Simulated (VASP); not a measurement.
A convergence study with VASP on CaF₂ (fluorite): a few settings are varied, all else stays as given below, so the limit is that of these other settings. The cell's lengths are 1 % over those of the tabulated start and one atom is moved, so it is off equilibrium.

```
CaF2
1.0
    0.00000     2.75730     2.75730
    2.75730     0.00000     2.75730
    2.75730     2.75730     0.00000
Ca F
1 2
Cartesian
  0.00000   0.00000   0.00000
  1.37865   1.37865   1.37865
  4.19655   4.13595   4.13595
```

Level of theory: PBEsol GGA, VASP's PBE PAW potentials (set 64) (plane waves; VASP). The last row used: ADDGRID = .TRUE., 600 eV cut-off, 8×8×8 Γ-centred mesh, Gaussian smearing of 0.050 eV, potentials Ca_sv F.

Gaps are read on the run's mesh, which can miss a band edge.

| setting | E (eV/atom) | pressure (GPa) | largest force (eV/Å) | gap on the mesh (eV) | plane waves |
|---|---|---|---|---|---|
| ADDGRID = unset, ENCUT = 300, PREC = Low | -6.0644 | -64.44 | 0.203 | 6.985 | 531 |
| ADDGRID = unset, ENCUT = 300, PREC = Normal | -6.0617 | -64.55 | 0.185 | 6.981 | 531 |
| ADDGRID = .TRUE., ENCUT = 300, PREC = Normal | -6.0616 | -64.56 | 0.185 | 6.981 | 531 |
| ADDGRID = .TRUE., ENCUT = 300, PREC = Accurate | -6.0591 | -64.60 | 0.184 | 6.980 | 531 |
| ADDGRID = unset, ENCUT = 400, PREC = Low | -5.9740 | -11.93 | 0.264 | 6.953 | 778 |
| ADDGRID = unset, ENCUT = 400, PREC = Normal | -5.9711 | -12.05 | 0.247 | 6.949 | 778 |
| ADDGRID = .TRUE., ENCUT = 400, PREC = Normal | -5.9710 | -12.06 | 0.247 | 6.949 | 778 |
| ADDGRID = .TRUE., ENCUT = 400, PREC = Accurate | -5.9699 | -12.13 | 0.247 | 6.949 | 778 |
| ADDGRID = unset, ENCUT = 500, PREC = Low | -5.9608 | -3.77 | 0.257 | 6.925 | 1090 |
| ADDGRID = unset, ENCUT = 500, PREC = Normal | -5.9576 | -3.91 | 0.239 | 6.921 | 1090 |
| ADDGRID = .TRUE., ENCUT = 500, PREC = Normal | -5.9576 | -3.92 | 0.239 | 6.921 | 1090 |
| ADDGRID = .TRUE., ENCUT = 500, PREC = Accurate | -5.9576 | -3.92 | 0.239 | 6.921 | 1090 |
| ADDGRID = unset, ENCUT = 600, PREC = Low | -5.9625 | -3.61 | 0.257 | 6.926 | 1424 |
| ADDGRID = unset, ENCUT = 600, PREC = Normal | -5.9593 | -3.75 | 0.239 | 6.922 | 1424 |
| ADDGRID = .TRUE., ENCUT = 600, PREC = Normal | -5.9593 | -3.76 | 0.239 | 6.922 | 1424 |
| ADDGRID = .TRUE., ENCUT = 600, PREC = Accurate | -5.9592 | -3.76 | 0.239 | 6.922 | 1424 |

Left out are rungs that failed or repeat a setting and relaxations that didn't move; long series are thinned to 24 rows.

The compound is CaF2 in the fluorite structure. The cell was not relaxed at this level, it is distorted from the ideal structure.
